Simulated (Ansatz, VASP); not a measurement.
# Al3P7O22 (glassy 30Al2O3-70P2O5 (mol %)): VASP beside Ansatz

Wanted: the spread between two codes on one cell, functional and k mesh. The structure shown is the start of the Ansatz relaxation below; VASP solves that cell, so the two are compared at the walk's first step.

Calculated with Ansatz 0.2.0; plane waves, with VASP 6.6.1 beside it; single point at PBEsol.

### 1. Starting point

The cell holds 128 atoms: 12 Al, 28 P and 88 O. Its edges and angles: a = 11.908 Å, b = 11.908 Å, c = 11.908 Å, α = 90.0°, β = 90.0°, γ = 90.0°. As first built, before any earlier steps moved the atoms (in the runner's words): 128 atoms (12 Al, 28 P, 88 O) placed at random at 2.49 g/cm^3, melted at 4000 K for 10 ps at fixed volume with the Morse and Coulomb pair potential with partial charges (Pedone, Malavasi, Menziani, Cormack and Segre, J. Phys. Chem. B 110, 11780 (2006)). Quenched from 4000 K to 300 K at 100 K/ps and fixed volume, held 10 ps at zero pressure. The cell carries charge +1.

### 2. Ansatz: relaxation, PBEsol

Ansatz runs on its PAW soft_1 files.

The two programs are compared at the cell with which this relaxation starts, whose forces are those of its first step.

Contents of input.yaml:

```yaml
crystal:
  lattice:
    - [11.90826, 0.0, 0.0]
    - [0.0, 11.90826, 0.0]
    - [0.0, 0.0, 11.90826]
  atoms:
    - { symbol: Al, position: [0.89596, 0.21223, 0.75647] }
    - { symbol: Al, position: [0.19199, 0.70278, 0.34152] }
    - { symbol: Al, position: [0.9952, 0.56686, 0.97123] }
    - { symbol: Al, position: [0.52241, 0.22546, 0.87296] }
    - { symbol: Al, position: [0.53232, 0.20636, 0.4835] }
    - { symbol: Al, position: [0.60369, 0.69922, 0.80631] }
    - { symbol: Al, position: [0.31049, 0.28571, 0.1955] }
    - { symbol: Al, position: [0.60429, 0.63881, 0.15673] }
    - { symbol: Al, position: [0.82912, 0.19789, 0.21902] }
    - { symbol: Al, position: [0.15578, 0.1771, 0.74383] }
    - { symbol: Al, position: [0.08099, 0.35141, 0.60227] }
    - { symbol: Al, position: [0.30662, 0.40945, 0.7535] }
    - { symbol: P, position: [0.11253, 0.89109, 0.16759] }
    - { symbol: P, position: [0.48549, 0.81992, 0.00981] }
    - { symbol: P, position: [0.25185, 0.83628, 0.96612] }
    - { symbol: P, position: [0.2495, 0.58683, 0.95242] }
    - { symbol: P, position: [0.05874, 0.30952, 0.32527] }
    - { symbol: P, position: [0.84386, 0.94774, 0.11917] }
    - { symbol: P, position: [0.04823, 0.92191, 0.7448] }
    - { symbol: P, position: [0.42057, 0.84201, 0.62804] }
    - { symbol: P, position: [0.34855, 0.55528, 0.18231] }
    - { symbol: P, position: [0.77055, 0.61786, 0.36821] }
    - { symbol: P, position: [0.86065, 0.34715, 0.98596] }
    - { symbol: P, position: [0.7949, 0.74064, 0.98907] }
    - { symbol: P, position: [0.99186, 0.55102, 0.26291] }
    - { symbol: P, position: [0.82394, 0.98591, 0.6693] }
    - { symbol: P, position: [0.01718, 0.59302, 0.69878] }
    - { symbol: P, position: [0.62793, 0.46349, 0.95743] }
    - { symbol: P, position: [0.42259, 0.45397, 0.53153] }
    - { symbol: P, position: [0.55735, 0.20394, 0.22034] }
[... 92 atom lines left out ...]
    - { symbol: O, position: [0.20058, 0.03787, 0.39501] }
    - { symbol: O, position: [0.12122, 0.80798, 0.26028] }
    - { symbol: O, position: [0.93726, 0.91614, 0.66786] }
    - { symbol: O, position: [0.46826, 0.13714, 0.75728] }
    - { symbol: O, position: [0.02525, 0.23999, 0.69057] }
    - { symbol: O, position: [0.954, 0.90417, 0.38715] }
total_charge: 1
kpoints:
  mp_grid: { grid: [1, 1, 1] }
hamiltonian:
  xc: pbesol
  pseudopotentials: { kind: paw, azcp: { folder: soft_1 }, xc_functional: pbe }
scf:
  occupations: { method: fermi_dirac, width: 0.01 }
  lower_state_search: "off"
output:
  forces: true
magnetization:
  spin_polarized: true
  initial_magnetization: 1
relax:
  f_tol: 0.05
  max_steps: 90
```

Run with:

```sh
$ ansatz run input.yaml --threads 4 --pin off --max-ram 8192MiB --backend cpu --events-out ev --progress --plain --runs-dir out
```

Numbers of over 12 decimals in the logs are rounded to 6 here.

Log:

```text
Engine: ansatz 0.2.0, x86_64-unknown-linux-gnu
Pseudopotentials: kind: paw
Pseudopotential: Al, paw, valence charge 3, recommended cutoff 420 eV (normal), soft_1/Al.paw.azcp
Pseudopotential: P, paw, valence charge 5, recommended cutoff 420 eV (normal), soft_1/P.paw.azcp
Pseudopotential: O, paw, valence charge 6, recommended cutoff 420 eV (normal), soft_1/O.paw.azcp
Functional definition: PBEsol
  exchange = pbesol_x
  correlation = pbesol_c
Crystal: 128 atoms, lattice volume = 1688.671 Å³
Basis set: ecut = 420 eV, 32987 PW (Γ), exchange–correlation on 160×160×160 points (8 copies of the dense FFT grid, shifted against one another)
Bands: 480, of which v1, the nominal top of the filled ones, is band 352 counted from 1 (351 counted from 0)
Symmetry: 1 space group operations
Space group: P1 (ITA 1), of the structure as read, at distance tolerance 1.2e-4 Å
Magnetic group: BNS 1.1 (UNI 1), of the structure as read, at distance tolerance 1.2e-4 Å
k-points: 1
Non-local potential: Al, projectors of the file, l = 0: 2, l = 1: 2, l = 2: 1
Non-local potential: P, projectors of the file, l = 0: 2, l = 1: 2, l = 2: 1
Non-local potential: O, projectors of the file, l = 0: 2, l = 1: 2, l = 2: 1
PAW form: soft (Blöchl's): semilocal exchange-correlation on the pseudo side does not see the compensation charge
PAW frozen core: Al, regenerated for the run's functional, and the local potential with it (the file was generated under x = pbe(κ = 0.804, μ = 0.219515), c = pbe(β = 0.066725))
PAW frozen core: P, regenerated for the run's functional, and the local potential with it (the file was generated under x = pbe(κ = 0.804, μ = 0.219515), c = pbe(β = 0.066725))
PAW frozen core: O, regenerated for the run's functional, and the local potential with it (the file was generated under x = pbe(κ = 0.804, μ = 0.219515), c = pbe(β = 0.066725))
PAW one-centre angular grid: Al, 110 points (default); XC on 64 Gauss nodes
PAW one-centre angular grid: P, 110 points (default); XC on 64 Gauss nodes
PAW one-centre angular grid: O, 110 points (default); XC on 64 Gauss nodes
Initial density: superposition of atomic densities (chi_scale 0.1, normalization cell, long waves kept (reshape's long-wave potential 0.35 eV rms))
Starting moments: Σ|m| = 1 μB on 128 of 128 sites
Initial wavefunctions: pseudopotential atomic-orbital guess
Functional: x = pbesol(κ = 0.804, μ = 0.123457), c = pbesol(β = 0.046)
SCF iter   1: F=—  HF=-76514.250712 eV  |F-HF|=—  |Δ(HF+E_count)|=         —  Δρ=6.07e-2 (↑6.07e-2 ↓6.06e-2)  dr2=2.29e2  dr2_m=1.75e-1  M=1.000 μB ∫|m|=1.038 μB  β_m=1.00  ethr=3.10e-3  ⟨swp⟩=8.0  Hψ=5060  notcnv=0  defer=98
preconditioner: auto → Resta (q_TF=auto, 2.358 Å⁻¹)  ε∞=2.9  [insulator: Δε(μ)=0.044 eV  Ē_g=17.529 eV  σ=0.010 eV  W_gap=0.80  n_scr=364 (ndim 8)  ℏωp=24.0 eV  f_vac=0.109  D(μ)=19.09/eV (n_scr^D=80)  ε∞_Penn≈2.9]
spin=Collinear: Resta preconditioning applied to the charge; magnetization (m = ρ↑ − ρ↓) channel mixes plain (no charge-response kernel on spin).
SCF iter   2: F=—  HF=-76462.132825 eV  |F-HF|=—  |Δ(HF+E_count)|=         —  Δρ=2.95e-2 (↑2.81e-2 ↓2.95e-2)  dr2=5.23e1  dr2_m=1.67e-1  M=0.325 μB ∫|m|=0.499 μB  β_m=0.30  ethr=3.10e-3  ⟨swp⟩=3.0  Hψ=1800  notcnv=0  defer=240
Mixer restart at iter 2: flushing history
preconditioner: auto → Kerker (q_TF=auto, 2.358 Å⁻¹)  [metal: Δε(μ)=0.014 eV  Ē_g=16.935 eV  σ=0.010 eV  W_gap=0.33  n_scr=364 (ndim 8)  ℏωp=24.0 eV  f_vac=0.119  D(μ)=44.71/eV (n_scr^D=304)]
spin=Collinear: Kerker preconditioning applied to the charge; magnetization (m = ρ↑ − ρ↓) channel mixes plain (no charge-response kernel on spin).
SCF iter   3: F=—  HF=-76454.395744 eV  |F-HF|=—  |Δ(HF+E_count)|=    7.74e0  Δρ=1.97e-2 (↑1.94e-2 ↓1.97e-2)  dr2=2.30e1  dr2_m=8.76e-2  M=0.938 μB ∫|m|=1.017 μB  β_m=0.30  ethr=3.10e-3  ⟨swp⟩=3.0  Hψ=1435  notcnv=0  defer=240
SCF iter   4: F=—  HF=-76450.169755 eV  |F-HF|=—  |Δ(HF+E_count)|=    4.23e0  Δρ=1.46e-2 (↑1.02e-2 ↓1.46e-2)  dr2=9.38e0  dr2_m=3.58e-1  M=0.939 μB ∫|m|=1.086 μB  β_m=0.30  ethr=3.10e-3  ⟨swp⟩=3.0  Hψ=1654  notcnv=0  defer=248
SCF iter   5: F=—  HF=-76449.398815 eV  |F-HF|=—  |Δ(HF+E_count)|=   7.71e-1  Δρ=8.78e-3 (↑7.63e-3 ↓8.78e-3)  dr2=4.73e0  dr2_m=5.89e-2  M=0.466 μB ∫|m|=0.590 μB  β_m=0.30  ethr=1.33e-3  ⟨swp⟩=3.0  Hψ=761  notcnv=0  defer=248
SCF iter   6: F=—  HF=-76449.274413 eV  |F-HF|=—  |Δ(HF+E_count)|=   1.24e-1  Δρ=9.43e-3 (↑4.80e-3 ↓9.43e-3)  dr2=4.29e0  dr2_m=2.88e-1  M=0.996 μB ∫|m|=1.126 μB  β_m=0.30  ethr=6.73e-4  ⟨swp⟩=4.0  Hψ=1204  notcnv=0  defer=243
SCF iter   7: F=—  HF=-76449.173956 eV  |F-HF|=—  |Δ(HF+E_count)|=   1.00e-1  Δρ=8.83e-3 (↑3.04e-3 ↓8.83e-3)  dr2=3.94e0  dr2_m=2.24e-1  M=0.970 μB ∫|m|=1.128 μB  β_m=0.30  ethr=6.10e-4  ⟨swp⟩=4.5  Hψ=1216  notcnv=0  defer=238
[...]
- { symbol: P, position: [0.771129, 0.618721, 0.368117] }
    - { symbol: P, position: [0.860312, 0.346754, 0.985339] }
    - { symbol: P, position: [0.794840, 0.742136, 0.990031] }
    - { symbol: P, position: [0.991329, 0.549000, 0.263320] }
    - { symbol: P, position: [0.825232, 0.988111, 0.662966] }
    - { symbol: P, position: [0.028364, 0.596310, 0.706727] }
    - { symbol: P, position: [0.627768, 0.463090, 0.957043] }
    - { symbol: P, position: [0.423571, 0.456579, 0.533341] }
    - { symbol: P, position: [0.555684, 0.206566, 0.218258] }
    - { symbol: P, position: [0.393366, 0.091234, 0.668067] }
    - { symbol: P, position: [0.272427, 0.035825, 0.293465] }
    - { symbol: P, position: [0.689010, 0.317370, 0.659856] }
    - { symbol: P, position: [0.424777, 0.843422, 0.369496] }
    - { symbol: P, position: [0.183336, 0.759203, 0.605024] }
    - { symbol: P, position: [0.305337, 0.236723, 0.944621] }
    - { symbol: P, position: [0.842596, 0.868874, 0.355702] }
    - { symbol: P, position: [0.601873, 0.038859, 0.041388] }
    - { symbol: P, position: [0.655978, 0.556515, 0.590013] }
    - { symbol: P, position: [0.743085, 0.056105, 0.449031] }
    - { symbol: O, position: [0.169892, 0.281180, 0.278622] }
    - { symbol: O, position: [0.509265, 0.776886, 0.688384] }
    - { symbol: O, position: [0.819433, 0.738995, 0.383004] }
    - { symbol: O, position: [0.337117, 0.526693, 0.478264] }
    - { symbol: O, position: [0.140883, 0.562621, 0.018722] }
    - { symbol: O, position: [0.546888, 0.084016, 0.151884] }
    - { symbol: O, position: [0.405457, 0.159264, 0.965048] }
    - { symbol: O, position: [0.546718, 0.533092, 0.525137] }
    - { symbol: O, position: [0.325634, 0.765803, 0.377088] }
    - { symbol: O, position: [0.618239, 0.515316, 0.072969] }
    - { symbol: O, position: [0.621452, 0.126107, 0.952371] }
    - { symbol: O, position: [0.968900, 0.591444, 0.147264] }
    - { symbol: O, position: [0.740789, 0.699740, 0.096956] }
    - { symbol: O, position: [0.037273, 0.490127, 0.633216] }
    - { symbol: O, position: [0.314305, 0.767638, 0.624528] }
    - { symbol: O, position: [0.757703, 0.424363, 0.943554] }
    - { symbol: O, position: [0.257991, 0.632990, 0.222726] }
    - { symbol: O, position: [0.356420, 0.828572, 0.046776] }
    - { symbol: O, position: [0.958092, 0.233909, 0.293996] }
    - { symbol: O, position: [0.834388, 0.061136, 0.546367] }
    - { symbol: O, position: [0.672335, 0.610998, 0.292885] }
    - { symbol: O, position: [0.664471, 0.652443, 0.669863] }
    - { symbol: O, position: [0.204328, 0.983592, 0.181404] }
    - { symbol: O, position: [0.250300, 0.708595, 0.914181] }
[...]
- { symbol: O, position: [0.269408, 0.113703, 0.677486] }
    - { symbol: O, position: [0.937242, 0.672942, 0.665835] }
    - { symbol: O, position: [0.201251, 0.035115, 0.393846] }
    - { symbol: O, position: [0.119914, 0.807703, 0.261083] }
    - { symbol: O, position: [0.942582, 0.923362, 0.652214] }
    - { symbol: O, position: [0.470017, 0.135271, 0.758014] }
    - { symbol: O, position: [0.025240, 0.239701, 0.692029] }
    - { symbol: O, position: [0.953739, 0.906077, 0.388394] }
```

### 3. VASP: single point, PBEsol, start cell

The same cell, functional, mesh and smearing now go to VASP, with its own data sets.

Lines of VASP's logs that name or quote its potential files are left out, and so is its time.

Contents of INCAR:

```
SYSTEM = Al3P7O22
PREC = Accurate
ENCUT = 520
EDIFF = 1E-06
NELM = 200
ISMEAR = -1
SIGMA = 0.01
LREAL = Auto
ALGO = Normal
GGA = PS
NELECT = 703
NBANDS = 448
ISPIN = 2
MAGMOM = -0 -0 -0 -0 0 -0 -0 -0 -0 -0 0 -0 -0 -0 -0 -0 0 -0 -0 0 -0 -0 -0 0 -0 -0 -0 -0 -0 -0 -0 -0 -0 -0 -0 -0 -0 -0 -0 -0 0 0 0 0.04 0 0 0.01 0 0.01 0 0 0 0 0.05 0 0 0.01 0 0 0 0 0 0 0 0 0 0 0.02 0.01 0 0 0 0 0 0 0 0.05 0 0 0 0 0 0 0 0.02 0.01 -0 0.01 0 0.02 0 0 0 0.13 0.01 0 0 0 0 0 0.01 0 0 -0 -0 0 0 0.01 0.01 0 0 0 0 0 0 0 0 0 0.02 -0 0 0.2 0.02 0 0.02 0 0 0
LORBIT = 11
LWAVE = .FALSE.
LCHARG = .FALSE.
ISIF = 2
LASPH = .TRUE.
GGA_COMPAT = .FALSE.
NCORE = 4
```

Contents of POSCAR:

```
Al3P7O22
1.0
   11.9082600000      0.0000000000      0.0000000000
    0.0000000000     11.9082600000      0.0000000000
    0.0000000000      0.0000000000     11.9082600000
Al P O
12 28 88
Direct
    0.8959579317      0.2122308381      0.7564665199
    0.1919927848      0.7027810948      0.3415192480
    0.9951999704      0.5668586343      0.9712334128
    0.5224104949      0.2254569517      0.8729570903
    0.5323195832      0.2063609629      0.4834963294
    0.6036902117      0.6992205410      0.8063058751
    0.3104903655      0.2857092472      0.1955029534
    0.6042864365      0.6388086925      0.1567315460
    0.8291219708      0.1978878526      0.2190160443
    0.1557826248      0.1771039598      0.7438282335
    0.0809858031      0.3514115412      0.6022710287
    0.3066191030      0.4094468881      0.7535021909
    0.1125269351      0.8910873629      0.1675895555
    0.4854865446      0.8199182752      0.0098083179
    0.2518503963      0.8362766685      0.9661193155
    0.2494990872      0.5868279665      0.9524229400
    0.0587407396      0.3095162517      0.3252700227
    0.8438596403      0.9477371169      0.1191693833
    0.0482270290      0.9219063071      0.7448023473
    0.4205736186      0.8420121831      0.6280430558
    0.3485479827      0.5552784370      0.1823104299
    0.7705491818      0.6178568489      0.3682066062
    0.8606463077      0.3471539923      0.9859626847
    0.7949020260      0.7406371712      0.9890697717
    0.9918577525      0.5510208880      0.2629099465
    0.8239406933      0.9859122995      0.6693001328
    0.0171813514      0.5930169479      0.6987838693
    0.6279338879      0.4634934071      0.9574278694
    0.4225890264      0.4539706053      0.5315302152
    0.5573526275      0.2039424735      0.2203428545
[... 92 atom lines left out ...]
    0.2005834606      0.0378728714      0.3950115298
    0.1212183812      0.8079769840      0.2602815189
    0.9372569964      0.9161372022      0.6678641548
    0.4682632055      0.1371401028      0.7572810805
    0.0252513801      0.2399930804      0.6905710826
    0.9540016761      0.9041707185      0.3871514394
```

Contents of KPOINTS:

```
Automatic mesh
0
Gamma
1 1 1
0 0 0
```

The projector-augmented-wave data sets are Al, P and O (PBE family, release 64).

Run with:

```sh
$ mpirun -np 16 vasp_gam
```

Log:

```text
[banner, memory and clock lines left out]
running   16 mpi-ranks, on    1 nodes
[...]
|                                                                             |
|               ----> ADVICE to this user running VASP <----                  |
|                                                                             |
|     You enforced a specific xc type in the INCAR file but a different       |
|     [... a line on the potential file left out ...]
|     I HOPE YOU KNOW WHAT YOU ARE DOING!                                     |
|                                                                             |

 LDA part: xc-table for (Slater+PW92), standard interpolation
 POSCAR, INCAR and KPOINTS ok, starting setup
[...]
entering main loop
       N       E                     dE             d eps       ncg     rms          rms(c)
DAV:   1     0.658854234006E+04    0.65885E+04   -0.42371E+05  1824   0.155E+03
DAV:   2    -0.531046636748E+03   -0.71196E+04   -0.68995E+04  2184   0.382E+02
DAV:   3    -0.107751048242E+04   -0.54646E+03   -0.54208E+03  2136   0.113E+02
DAV:   4    -0.108904600968E+04   -0.11536E+02   -0.11473E+02  2208   0.174E+01
DAV:   5    -0.108933354923E+04   -0.28754E+00   -0.28688E+00  2152   0.257E+00BRMIX: very serious problems
 the old and the new charge density differ
 old charge density:   704.00000 new  703.00000
    0.116E+02
DAV:   6    -0.970994047691E+03    0.11834E+03   -0.46933E+02  2064   0.339E+01    0.609E+01
DAV:   7    -0.971490197993E+03   -0.49615E+00   -0.50083E+01  2288   0.105E+01    0.167E+01
DAV:   8    -0.970574923398E+03    0.91527E+00   -0.19061E+01  2592   0.721E+00    0.901E+00
DAV:   9    -0.970219710019E+03    0.35521E+00   -0.77083E+00  2488   0.347E+00    0.613E+00
[...]
DAV:  66    -0.969885295973E+03    0.39291E-04   -0.24294E-04  2168   0.189E-02    0.338E-02
DAV:  67    -0.969885301361E+03   -0.53885E-05   -0.16969E-05  1976   0.709E-03    0.308E-02
DAV:  68    -0.969885302087E+03   -0.72546E-06   -0.70291E-07  1368   0.128E-03
   1 F= -.96988530E+03 E0= -.96987587E+03  d E =-.188577E-01  mag=     0.6496
```

OUTCAR, selected parts (step 3):

```text
  Total      -16.5746335    -18.2985684    -39.7489004     -3.7477532      7.7122039     -6.6418247
  in kB      -15.7256857    -17.3613212    -37.7129735     -3.5557944      7.3171871     -6.3016324
  external PRESSURE =     -23.5999935 kB  Pullay stress =       0.0000000 kB

 POSITION                                       TOTAL-FORCE (eV/Angst)
 -----------------------------------------------------------------------------------
     10.66930      2.52730      9.00820        -0.099521      0.047719      0.087478
[...]
15        0.910   1.489   0.000   2.399
   16        0.898   1.494   0.000   2.392
   17        0.886   1.469   0.000   2.355
   18        0.863   1.350   0.000   2.214
   19        0.909   1.491   0.000   2.400
   20        0.887   1.478   0.000   2.365
   21        0.898   1.492   0.000   2.391
   22        0.886   1.478   0.000   2.363
   23        0.893   1.497   0.000   2.390
   24        0.897   1.481   0.000   2.378
   25        0.902   1.492   0.000   2.394
   26        0.914   1.505   0.000   2.419
[...]
--------------------------------------------------
tot        165.815 366.211   0.000 532.026

 magnetization (x)
# of ion       s       p       d       tot
------------------------------------------
    1       -0.000  -0.000   0.000  -0.000
    2        0.000   0.000   0.000   0.000
    3       -0.000  -0.000   0.000  -0.000
    4       -0.000  -0.000   0.000  -0.000
    5       -0.000   0.000   0.000   0.000
    6       -0.000   0.000   0.000   0.000
    7        0.000   0.000   0.000   0.000
    8        0.000   0.000   0.000   0.000
    9        0.000  -0.000   0.000  -0.000
   10       -0.000  -0.000   0.000  -0.000
   11       -0.000   0.000   0.000   0.000
   12       -0.000  -0.000   0.000  -0.000
   13       -0.000  -0.000   0.000  -0.000
[...]
--------------------------------------------------
tot          0.003   0.537   0.000   0.540

[... 3 further parts left out ...]
[key lines of the parts left out:]
E-fermi :   0.8987
```

The run ends at a pressure of -2.36 GPa, with forces up to 1.6 eV/Å.

### 4. Differences

Known differences besides the potentials themselves: VASP starts from the moments at which Ansatz ended; the cutoff is 420 eV in Ansatz and 520 eV in VASP (PREC = Accurate, projectors in real space); Ansatz makes its cores anew for this functional, VASP keeps those of its PBE data sets. Total energies have different zeros and are not compared.

Forces on 9 of the 128 atoms, those with the largest forces and the largest differences (eV/Å; atoms numbered as in POSCAR):

```
atom         Ansatz x, y, z            VASP x, y, z
 P19   0.063, 0.574, -0.796    0.087, 0.612, -0.857
 P27   1.266, -0.788, 0.295    1.324, -0.820, 0.294
 P29   0.542, -0.128, 0.323    0.617, -0.116, 0.309
 P32   0.107, 0.034, -0.514    0.180, 0.045, -0.576
 P37   0.013, 0.015, -0.126  -0.036, -0.106, -0.141
 P39    0.056, 0.022, 0.001     0.151, 0.076, 0.004
 O54   -0.254, 0.564, 0.204    -0.251, 0.587, 0.240
 O77  -0.198, 0.212, -0.417   -0.206, 0.229, -0.424
O122  -0.513, 0.362, -0.141   -0.533, 0.385, -0.151
```

The forces differ by 29 meV/Å r.m.s., which is 17.9 % of the r.m.s. force of 0.162 eV/Å (both taken over all components). VASP's last cycles still show a density residual of 3e-03, so its state may not be settled. Moments aren't recorded for both runs of this pair, so they may hold unlike magnetic states. The cell carries a charge of +1 e against a uniform background, so its pressure also hangs on how the neutralising background is counted, and in a defect's cell a gap may be the spacing between its levels.

### 5. Summary of results

| Quantity | Value |
| --- | --- |
| r.m.s. force difference (single point, PBEsol, start cell) | 29 meV/Å |

In words: The r.m.s. force difference is 29 meV/Å (single point, PBEsol, start cell), beyond the 12 meV/Å picked in this series as the mark of a large difference. What causes the difference of the single point, PBEsol, start cell pair stays open here. 1 further run of this series is not shown here. Such differences can come from data sets, numerical settings and the points named under the comparisons, not from the functional's error against experiment.

[Lines on the potential files, build, host, timing and source positions are cut from VASP's logs without a mark.]

[Logs are printed without paths, hosts, clocks, repeated set-up lines and the standing remarks that a program may print on its own settings, such as how far it seeks lower states.]

[Hosts, paths, dates, database ids (printed as entryN), source tags and the programs' standing remarks are cut or masked in the printed files.]
